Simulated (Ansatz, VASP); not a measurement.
# Ta16H (Ta(100)) in two plane-wave programs, part 2 of 2

One calculation is typed for both programs; each brings its own data sets and cutoff. How far apart do they land? The structure shown is the end of the VASP relaxation below.

VASP 6.6.1 and Ansatz 0.2.0.

So far: The starting structure; VASP: relaxation, PBE.

## Step 3: Ansatz: single point, PBE

Level of this step: Ansatz beside VASP: Kohn-Sham DFT, plane waves, PBE (Ansatz).

Ansatz runs on its default PAW (the set named soft_2) files.

The same cell, functional, mesh and smearing now go to Ansatz, which takes its cutoff from its data sets.

Contents of input.yaml:

```yaml
crystal:
  lattice:
    - [6.62, 0.0, 0.0]
    - [0.0, 6.62, 0.0]
    - [0.0, 0.0, 19.965]
  atoms:
    - { symbol: Ta, position: [0.25, 0.25, 0.3756574] }
    - { symbol: Ta, position: [0.75, 0.25, 0.3756574] }
    - { symbol: Ta, position: [0.25, 0.75, 0.3756574] }
    - { symbol: Ta, position: [0.75, 0.75, 0.3756574] }
    - { symbol: Ta, position: [0.0, 0.0, 0.45855247] }
    - { symbol: Ta, position: [0.5, 0.0, 0.45855247] }
    - { symbol: Ta, position: [0.0, 0.5, 0.45855247] }
    - { symbol: Ta, position: [0.5, 0.5, 0.45855247] }
    - { symbol: Ta, position: [0.24803356, 0.24803356, 0.54109706] }
    - { symbol: Ta, position: [0.75196644, 0.24803356, 0.54109706] }
    - { symbol: Ta, position: [0.24803356, 0.75196644, 0.54109706] }
    - { symbol: Ta, position: [0.75196644, 0.75196644, 0.54109706] }
    - { symbol: Ta, position: [0.0, 0.0, 0.62373009] }
    - { symbol: Ta, position: [0.5, 0.0, 0.61458072] }
    - { symbol: Ta, position: [0.0, 0.5, 0.61458072] }
    - { symbol: Ta, position: [0.5, 0.5, 0.61127128] }
    - { symbol: H, position: [0.0, 0.0, 0.71565866] }
hamiltonian:
  xc: pbe
  pseudopotentials: { kind: paw }
kpoints:
  mp_grid: { grid: [4, 4, 1] }
scf:
  occupations: { method: methfessel_paxton, width: 0.15 }
  n_extra_bands: 8
efield:
  axis: 3
  dipole_correction: true
  ramp_width: 0.04
output:
  forces: true
  eigenvalues: true
```

Command:

```sh
$ ansatz run input.yaml --threads 8 --pin off --max-ram 18432MiB --backend cpu --events-out ev --progress --plain --runs-dir out
```

Numbers of over 12 decimals in the logs are rounded to 6 here.

Log:

```text
scf.n_extra_bands = 8 over 105 filled bands (N_el = 209.0): the run solves 113 bands
Engine: ansatz 0.2.0, aarch64-unknown-linux-gnu
Pseudopotentials: kind: paw
Pseudopotential: Ta, paw, valence charge 13, recommended cutoff 420 eV (normal), Ta.paw.azcp
Pseudopotential: H, paw, valence charge 1, recommended cutoff 420 eV (normal), H.paw.azcp
Functional definition: PBE
  parameter kappa = 0.804
  parameter beta = 0.066725
  exchange = pbe_x(kappa = kappa, mu = beta*pi^2/3)
  correlation = pbe_c(beta = beta)
Crystal: 17 atoms, lattice volume = 874.954 Å³
Basis set: ecut = 420 eV, 17075 PW (Γ), exchange–correlation on 90×90×270 points (8 copies of the dense FFT grid, shifted against one another)
Bands: 113, of which v1, the nominal top of the filled ones, is band 105 counted from 1 (104 counted from 0)
Symmetry: 8 space group operations
Space group: P4mm (ITA 99), of the structure as read, at distance tolerance 9.6e-5 Å
k-points: 6 of 16
Non-local potential: Ta, projectors of the file, l = 0: 3, l = 1: 2, l = 2: 2, l = 3: 1
Non-local potential: H, projectors of the file, l = 0: 2, l = 1: 1
PAW form: soft (Blöchl's): semilocal exchange-correlation on the pseudo side does not see the compensation charge
PAW one-centre angular grid: Ta, 590 points (default); XC on 64 Gauss nodes
PAW one-centre angular grid: H, 110 points (default); XC on 64 Gauss nodes
Initial density: superposition of atomic densities (neutral atoms: chi_scale 0, normalization atom), corrected by the library's trained network
Initial wavefunctions: pseudopotential atomic-orbital guess
Functional: x = pbe(κ = 0.804, μ = 0.219515), c = pbe(β = 0.066725)
SCF iter   1: F=—  HF=-158917.088142 eV  |F-HF|=—  |Δ(HF+E_count)|=         —  Δρ=7.70e-3  dr2=2.81e0  ethr=1.77e-3  p=-0.085 e·Å  D=-1.76e-2 V/Å  ΔV_dip=0.35 eV  dr2_dipole=4.43e-4  V_vac-E_F(+/−)=4.38/4.03 eV  ⟨swp⟩=9.2  Hψ=3371  notcnv=0
efield: sawtooth ramp at fractional position 0.0257 (placed from the atoms, in the widest stretch of the axis that holds none; the zero of the levels goes with the place), width 0.0400; the density the first Hamiltonian is built on has a dipole p = -0.085 e·Å; the dipole correction subtracts the counter field D = -1.76e-2 V/Å, which shifts the + side's vacuum level by +0.35 eV against the − side's; the planar-averaged density in the ramp window peaks in size at 7.1e-5 e/Å³
preconditioner: auto → LDOS  [metal: Δε(μ)=0.025 eV  Ē_g=2.720 eV  σ=0.150 eV  W_gap=0.14  n_scr=160 (ndim 8)  ℏωp=11.3 eV  f_vac=0.547  D(μ)=16.65/eV (n_scr^D=90)  β→1.0]
SCF iter   2: F=—  HF=-158917.000896 eV  |F-HF|=—  |Δ(HF+E_count)|=   8.72e-2  S|Δr|=    0.00e0  Δρ=5.09e-3  dr2=1.47e0  ethr=1.35e-3  p=-0.105 e·Å  D=-2.17e-2 V/Å  ΔV_dip=0.43 eV  dr2_dipole=4.29e-3  V_vac-E_F(+/−)=4.44/4.01 eV  ⟨swp⟩=2.8  Hψ=1143  notcnv=0
SCF iter   3: F=—  HF=-158916.885760 eV  |F-HF|=—  |Δ(HF+E_count)|=   1.15e-1  S|Δr|=    0.00e0  Δρ=8.97e-4  dr2=2.85e-2  ethr=7.05e-4  p=-0.108 e·Å  D=-2.24e-2 V/Å  ΔV_dip=0.45 eV  dr2_dipole=2.84e-3  V_vac-E_F(+/−)=4.48/4.03 eV  ⟨swp⟩=2.0  Hψ=913  notcnv=0
SCF iter   4: F=—  HF=-158916.887629 eV  |F-HF|=—  |Δ(HF+E_count)|=   1.87e-3  S|Δr|=    0.00e0  Δρ=2.73e-4  dr2=1.04e-3  ethr=1.36e-5  p=-0.105 e·Å  D=-2.16e-2 V/Å  ΔV_dip=0.43 eV  dr2_dipole=1.25e-8  V_vac-E_F(+/−)=4.48/4.04 eV  ⟨swp⟩=2.3  Hψ=927  notcnv=0
SCF iter   5: F=—  HF=-158916.887803 eV  |F-HF|=—  |Δ(HF+E_count)|=   1.74e-4  S|Δr|=    0.00e0  Δρ=1.25e-4  dr2=4.27e-4  ethr=4.96e-7  p=-0.104 e·Å  D=-2.14e-2 V/Å  ΔV_dip=0.43 eV  dr2_dipole=7.70e-5  V_vac-E_F(+/−)=4.48/4.05 eV  ⟨swp⟩=3.2  Hψ=1275  notcnv=0
SCF iter   6: F=—  HF=-158916.887805 eV  |F-HF|=—  |Δ(HF+E_count)|=   1.86e-6  S|Δr|=    0.00e0  Δρ=3.55e-5  dr2=2.33e-5  ethr=2.04e-7  p=-0.102 e·Å  D=-2.11e-2 V/Å  ΔV_dip=0.42 eV  dr2_dipole=9.19e-7  V_vac-E_F(+/−)=4.48/4.06 eV  ⟨swp⟩=2.2  Hψ=921  notcnv=0
SCF iter   7: F=—  HF=-158916.887763 eV  |F-HF|=—  |Δ(HF+E_count)|=   4.15e-5  S|Δr|=    0.00e0  Δρ=1.34e-5  dr2=4.65e-6  ethr=1.12e-8  p=-0.101 e·Å  D=-2.10e-2 V/Å  ΔV_dip=0.42 eV  dr2_dipole=4.78e-8  V_vac-E_F(+/−)=4.48/4.06 eV  ⟨swp⟩=2.7  Hψ=1223  notcnv=0
SCF iter   8: F=—  HF=-158916.887764 eV  |F-HF|=—  |Δ(HF+E_count)|=   5.83e-7  S|Δr|=    0.00e0  Δρ=5.25e-6  dr2=6.86e-7  ethr=2.22e-9  p=-0.101 e·Å  D=-2.09e-2 V/Å  ΔV_dip=0.42 eV  dr2_dipole=1.46e-8  V_vac-E_F(+/−)=4.48/4.06 eV  ⟨swp⟩=2.7  Hψ=944  notcnv=0
SCF iter   9: F=-158916.887764 eV  HF=-158916.887764 eV  |F-HF|=4.59e-8  |Δ(HF+E_count)|=   3.41e-8  S|Δr|=    0.00e0  Δρ=1.63e-6  dr2=9.31e-8  ethr=4.78e-11  p=-0.101 e·Å  D=-2.09e-2 V/Å  ΔV_dip=0.42 eV  dr2_dipole=1.81e-9  V_vac-E_F(+/−)=4.48/4.06 eV  ⟨swp⟩=7.3  Hψ=3446  notcnv=0
WARN: efield: at this solve's end the planar-averaged density reaches 1.55e-5 e/Å³ inside the ramp window [0.9756, 0.1157] (bound 1e-5 e/Å³); the window's nearer edge stands 5.19 Å from this solve's nearest atom along the axis. Its work functions, free energy, forces, stress, dipole, levels and responses can be off, and this figure does not tell by how much. A short vacuum, a low `basis.ecutwfc` or `basis.ecutrho_ratio` and negative occupations (`scf.occupations.method`) can put density there. See the manual's quickstart, § The vacuum guard
SCF 1 converged in 9 iterations: F = -158916.887764 eV  dr2 = 9.31e-8
  greatest PAW one-centre occupation: 1.000 electrons in one spin orbital (limit 2), on the Ta atom at site 11 (counted from 0), in its partial waves of l = 0
SCF converged after 9 iterations
Stability not checked: this state was not tested for a lower state beside it, because cold or Methfessel-Paxton smearing, or corrected tetrahedra, fill the levels in a way that the test cannot read (fill_not_monotonic; see scf.lower_state_search)
Free energy (F): -158916.887764 eV
Harris-Foulkes:  -158916.887764 eV  (|F-HF|=4.59e-8)
Internal energy: -158916.902041 eV  (E = F + TS)
E sigma→0 (E₀):  -158916.891333 eV
Entropy (-TS):   0.014278 eV (0.840 meV/atom)
Fermi energy:    3.629679 eV
Dipole field:    D = -0.020908 V/Å  (p = -0.101097 e·Å, saw-weighted, corrected)
Work function:   Φ+ = 4.4787 eV   Φ− = 4.0612 eV
Levels:          The Fermi level and band energies are counted from a zero that moves with the ramp; work functions are not
Vacuum region:   at the solve's end the planar-averaged density reaches 1.55e-5 e/Å³ inside the ramp window [0.9756, 0.1157] (bound 1e-5 e/Å³)
--- Per-component energies (eV) ---
  E_band       = -4883.996205
  E_kinetic    = 5828.939422
  E_local      = -146886.076537  (includes V_loc(G=0)·N_el)
  E_nonlocal   = 235.423786
  E_hartree    = 70493.679302
  E_xc         = -3481.570457
  E_vxc        = -3245.619995  (∫ρ·V_xc dr)
  E_paw        = -134341.449743  (= ΣΔE_a)
  E_vpaw       = -1800.018352  (= ΣTr[D̂ρ^β])
  E_aug_tail   = 0.001211  (compensation charges beyond the density's cutoff)
  E_efield     = 0.001057  (sawtooth field / dipole correction)
  E_vefield    = -4.079018  (∫n·V_field dr)
  E_ewald      = 49234.149919
  E_smearing   = 0.014278  (= −TS)
  E_closure    = 0.000000  (closes the sum)
  Σ components = -158916.887764   (vs F -158916.887764, Δ=0.00e0)
--- Forces (eV/Å), atoms counted from 1 ---
  atom   1  Ta    -0.05395076    -0.05395076     0.64370275
  atom   2  Ta     0.05395076    -0.05395076     0.64370275
  atom   3  Ta    -0.05395076     0.05395076     0.64370275
  atom   4  Ta     0.05395076     0.05395076     0.64370275
  atom   5  Ta    -0.00000000     0.00000000    -1.07293025
  atom   6  Ta    -0.00000000     0.00000000    -0.65988311
  atom   7  Ta    -0.00000000     0.00000000    -0.65988311
  atom   8  Ta    -0.00000000    -0.00000000    -0.80410887
  atom   9  Ta    -0.02605012    -0.02605012    -0.07550168
  atom  10  Ta     0.02605012    -0.02605012    -0.07550168
  atom  11  Ta    -0.02605012     0.02605012    -0.07550168
  atom  12  Ta     0.02605012     0.02605012    -0.07550168
  atom  13  Ta     0.00000000     0.00000000     0.16077208
  atom  14  Ta     0.00000000    -0.00000000     0.23606187
  atom  15  Ta     0.00000000     0.00000000     0.23606187
  atom  16  Ta     0.00000000     0.00000000     0.28137839
  atom  17  H      0.00000000     0.00000000     0.01008494
  max |Σ_I F_I| component: 3.58e-4 eV/Å
--- Band table (eV; the first three rows and the last of 6) ---
  k-point 0: bands = [... 101 lower, 3.5713, 3.6127, 3.7234, 3.7457, 3.8040, 3.8040, 3.9914, 3.9914, ... 4 higher]
  k-point 1: bands = [... 101 lower, 3.4728, 3.5605, 3.6580, 3.7209, 3.8162, 4.0034, 4.0844, 4.1102, ... 4 higher]
  k-point 2: bands = [... 101 lower, 3.2278, 3.2830, 3.2861, 3.5227, 3.7772, 3.9015, 3.9305, 3.9306, ... 4 higher]
  k-point 5: bands = [... 101 lower, 2.7793, 2.8045, 2.8045, 2.8398, 3.4747, 3.4991, 3.4991, 3.5870, ... 4 higher]
```

Run time: 18 s. Hardware: 8 threads of Arm Neoverse N1, shared host; peak memory 2.5 GiB.

The column dr2 measures how far the density is from self-consistency, as an energy; F and HF (Harris–Foulkes) agree once it is small.

## Step 4: Comparison

Known differences besides the potentials themselves: the data sets hold 209 valence electrons in Ansatz (default PAW (the set named soft_2) files) and 81 in VASP; the cutoff is 420 eV in Ansatz and 320 eV in VASP (PREC = Normal, projectors in real space). Total energies have different zeros and are not compared.

Forces on 10 of the 17 atoms, those with the largest forces and the largest differences (eV/Å; atoms numbered as in POSCAR):

| atom | Ansatz x, y, z | VASP x, y, z |
| --- | --- | --- |
| Ta1 | -0.054, -0.054, 0.644 | -0.053, -0.053, 0.830 |
| Ta2 | 0.054, -0.054, 0.644 | 0.053, -0.053, 0.830 |
| Ta3 | -0.054, 0.054, 0.644 | -0.053, 0.053, 0.830 |
| Ta4 | 0.054, 0.054, 0.644 | 0.053, 0.053, 0.830 |
| Ta5 | 0.000, 0.000, -1.073 | 0.000, 0.000, -1.117 |
| Ta6 | 0.000, 0.000, -0.660 | 0.000, 0.000, -0.700 |
| Ta8 | 0.000, 0.000, -0.804 | 0.000, 0.000, -0.846 |
| Ta14 | 0.000, 0.000, 0.236 | 0.000, 0.000, -0.017 |
| Ta15 | 0.000, 0.000, 0.236 | 0.000, 0.000, -0.017 |
| Ta16 | 0.000, 0.000, 0.281 | 0.000, 0.000, 0.024 |

The forces differ by 90 meV/Å r.m.s., which is 26.8 % of the r.m.s. force of 0.34 eV/Å (both taken over all components, held atoms included).

## Step 5: Outcome

```
r.m.s. force difference (single point, PBE) : 27 % of the r.m.s. force
```

What this shows: The r.m.s. force difference is 27 % of the r.m.s. force (single point, PBE), beyond the 3 % picked in this series as the mark of a large difference. What causes the difference of the single point, PBE pair stays open here. 2 further runs of this series are not shown here. How closely two codes agree says nothing of how well the functional describes the real material.

[Lines on the potential files, build, host, timing and source positions are cut from VASP's logs without a mark.]

[Logs are printed without paths, hosts, clocks, repeated set-up lines and the standing remarks that a program may print on its own settings, such as how far it seeks lower states.]

[Hosts, paths, dates, database ids (printed as entryN), source tags and the programs' standing remarks are cut or masked in the printed files.]
